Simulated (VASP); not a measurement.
# SiICl₃: convergence, dipole of a molecule

SiICl₃, molecule in box, 5 atoms in the cell. HSE06; PAW potentials Cl, Si, I (PBE set). VASP 6.6.1.

Wanted: dipole moment within 0.02 D; HOMO under the vacuum level within 0.05 eV; forces within 0.02 eV/Å.

Starting geometry: molecule relaxed first with PBE.

POSCAR:
```
SiICl3
1.0
   13.3600000000      0.0000000000      0.0000000000
    0.0000000000     13.3600000000      0.0000000000
    0.0000000000      0.0000000000     13.3600000000
Cl Si I
3 1 1
Direct
    0.4183905359      0.4267398039      0.6217518934
    0.6137657001      0.3744287941      0.4772753323
    0.3862342999      0.3886076119      0.3782481066
    0.4798759238      0.4478119187      0.4834831469
    0.5044888357      0.6255712059      0.4523846200
```

The series start from vacuum between images (Å): 10; correction: IDIPOL 4 with LDIPOL; Cutoff ENCUT (eV): 340; SCF threshold EDIFF (eV): 1e-6; PREC: Accurate; LREAL: .FALSE.; ALGO: All; program: vasp_gam; NCORE: 1. Each series keeps the choices made before it, and each single choice may use up half of a tolerance.

## Vacuum between images (Å)

| Vacuum between images (Å) | Dipole moment (D) | HOMO under the vacuum level (eV) | Forces, largest deviation (eV/Å) | SCF iterations | Time (s) |
|---|---|---|---|---|---|
| 4 | 0.922 | 7.906 | 0.166 | 18 | 16 |
| 6 | 0.526 | 7.910 | 0.017 | 18 | 19 |
| 8 | 0.482 | 7.906 | 0.008 | 18 | 32 |
| 10 | 0.473 | 7.905 | 0.007 | 18 | 42 |
| 12 | 0.469 | 7.904 | 0.006 | 18 | 66 |
| 15 (reference) | 0.467 | 7.904 | 0.000 | 18 | 95 |

Chosen: 10, the loosest value from which every tighter one stays within half of the tolerance.

## Correction

| Correction | Dipole moment (D) | HOMO under the vacuum level (eV) | Forces, largest deviation (eV/Å) | SCF iterations | Time (s) |
|---|---|---|---|---|---|
| IDIPOL 4 with LDIPOL | 0.473 | 7.905 | 0.000 | 18 | 42 |
| IDIPOL 4 alone | 0.487 | 7.903 | 0.005 | 18 | 43 |
| IDIPOL 4, no DIPOL | no result | no result | no result | 71 | 500 |

Chosen: IDIPOL 4 with LDIPOL; no other choice that stays within half of the tolerance saves 30 % of the time.

## Cutoff ENCUT (eV)

| Cutoff ENCUT (eV) | Dipole moment (D) | HOMO under the vacuum level (eV) | Forces, largest deviation (eV/Å) | SCF iterations | Time (s) |
|---|---|---|---|---|---|
| 210 | 0.468 | 7.904 | 0.133 | 17 | 23 |
| 260 | 0.475 | 7.905 | 0.034 | 18 | 30 |
| 300 | 0.474 | 7.905 | 0.017 | 18 | 41 |
| 340 | 0.473 | 7.905 | 0.009 | 18 | 42 |
| 390 | 0.472 | 7.905 | 0.002 | 18 | 56 |
| 470 (reference) | 0.473 | 7.905 | 0.000 | 18 | 69 |

Chosen: 340.

## SCF threshold EDIFF (eV)

| SCF threshold EDIFF (eV) | Dipole moment (D) | HOMO under the vacuum level (eV) | Forces, largest deviation (eV/Å) | SCF iterations | Time (s) |
|---|---|---|---|---|---|
| 0.001 | 0.471 | 7.904 | 0.017 | 12 | 32 |
| 0.0001 | 0.471 | 7.904 | 0.002 | 14 | 38 |
| 1e-5 | 0.473 | 7.905 | 0.001 | 16 | 42 |
| 1e-6 | 0.473 | 7.905 | 0.000 | 18 | 42 |
| 1e-7 (reference) | 0.473 | 7.905 | 0.000 | 20 | 51 |

Chosen: 0.0001.

## PREC

| PREC | Dipole moment (D) | HOMO under the vacuum level (eV) | Forces, largest deviation (eV/Å) | SCF iterations | Time (s) |
|---|---|---|---|---|---|
| Accurate | 0.471 | 7.904 | 0.000 | 14 | 38 |
| Normal | 0.471 | 7.904 | 0.002 | 14 | 20 |

Chosen: Normal, the fastest of those that stay within half of the tolerance.

## LREAL

| LREAL | Dipole moment (D) | HOMO under the vacuum level (eV) | Forces, largest deviation (eV/Å) | SCF iterations | Time (s) |
|---|---|---|---|---|---|
| .FALSE. | 0.471 | 7.904 | 0.000 | 14 | 20 |
| Auto | 0.471 | 7.904 | 0.015 | 14 | 20 |

Chosen: .FALSE..

## ALGO

| ALGO | Dipole moment (D) | HOMO under the vacuum level (eV) | Forces, largest deviation (eV/Å) | SCF iterations | Time (s) |
|---|---|---|---|---|---|
| All | 0.471 | 7.904 | 0.000 | 14 | 20 |
| Damped | 0.472 | 7.905 | 0.009 | 22 | 19 |
| Normal | 0.223 | 7.967 | 0.017 | 13 | 13 |

Chosen: All.

## Program

| Program | Dipole moment (D) | HOMO under the vacuum level (eV) | Forces, largest deviation (eV/Å) | SCF iterations | Time (s) |
|---|---|---|---|---|---|
| vasp_gam | 0.471 | 7.904 | 0.000 | 14 | 20 |
| vasp_std | 0.471 | 7.904 | 0.002 | 14 | 21 |

Chosen: vasp_gam.

## NCORE

| NCORE | Dipole moment (D) | HOMO under the vacuum level (eV) | Forces, largest deviation (eV/Å) | SCF iterations | Time (s) |
|---|---|---|---|---|---|
| 1 | 0.471 | 7.904 | 0.000 | 14 | 20 |
| 2 | 0.471 | 7.904 | 0.002 | 14 | 18 |
| 4 | 0.471 | 7.904 | 0.002 | 14 | 18 |

Chosen: 1.

## All choices together

| Input | Dipole moment (D) | HOMO under the vacuum level (eV) | Forces, largest deviation (eV/Å) | Time (s) |
|---|---|---|---|---|
| program defaults, 6 A between images, energy correction only (naive) | 0.576 | 7.902 | 0.040 | 7.2 |
| chosen settings | 0.471 | 7.904 | 0.008 | 20 |
| reference settings throughout | 0.468 | 7.904 | 0.000 | 229 |

The tolerance is met.

## The input

INCAR:
```
  ALGO = All
  DIPOL = 0.5 0.5 0.5
  EDIFF = 1E-4
  ENCUT = 340
  GGA = PE
  HFSCREEN = 0.2
  IDIPOL = 4
  ISEARCH = 1
  ISMEAR = 0
  ISYM = 0
  LASPH = T
  LCHARG = F
  LDIPOL = T
  LHFCALC = T
  LREAL = F
  LVHAR = T
  LWAVE = F
  NELM = 120
  PREC = Normal
  PRECFOCK = Fast
  SIGMA = 0.01
```

KPOINTS:
```
Automatic mesh
0
Gamma
  1 1 1
  0 0 0
```

Commands:
```
cat potpaw_PBE.64/Cl/POTCAR potpaw_PBE.64/Si/POTCAR potpaw_PBE.64/I/POTCAR > POTCAR
mpirun -np 4 vasp_gam > vasp.out
```

Limits: At EDIFF = 0.0001 other algorithms or programs end up to 12.4 times the tolerance apart, so this threshold passes by luck, and a tighter one is safer.

The chosen input took VASP 6.6.1 20 s on 4 cores (AMD EPYC 9R45 (Zen 5)), a shared host.

## An input that fails: centre for the dipole at the corner of the box

It runs to its end, but against the unchanged starting input it is off by 262.369 D in the dipole moment, 0.579 eV in the HOMO under the vacuum level, 40.943 eV/Å in the forces.

Changes against the starting input:
```
- DIPOL = 0.5 0.5 0.5
+ DIPOL = 0.0 0.0 0.0
```
